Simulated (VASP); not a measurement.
MgO (rock salt), at 0.96 of the tabulated volume:

```
CELL_PARAMETERS angstrom
      0.00000     2.07655     2.07655
      2.07655     0.00000     2.07655
      2.07655     2.07655     0.00000
ATOMIC_POSITIONS crystal
  Mg 0.00000 0.00000 0.00000
  O  0.50000 0.50000 0.50000
```

The lowest empty band near Γ, direction [111], from PBE with spin-orbit coupling in VASP (PAW); its two spin partners are averaged. The gap over the points computed is 5.14 eV, and the next band on that side lies 10.89 eV away at the edge.

Settings: 520 eV cut-off, 12×12×12 Γ-centred mesh, Gaussian smearing of 0.050 eV, potentials Mg O.

```tsv
distance from the edge in k (1/Å)	distance in energy (meV)
0.018	3.5
0.025	6.6
0.035	12.9
0.050	26.3
0.070	51.2
```

Question: Fit E(1 + αE) = ħ²k²/2m* (ħ²/2m0 = 3.810 eV Å²) and predict the row at 0.095 1/Å.

Answer: The rows don't resolve α, so a parabola serves: the electron mass is m* = 0.364 m0, and so 94.5 meV. The run gave 93.4 meV, -1.1 meV from the fit.

Left out are points under 3 meV from the edge, since the levels carry 0.1 meV, and points farther than half the way to the next band.

The compound is MgO in the rock salt structure. The cell was not relaxed at this level.
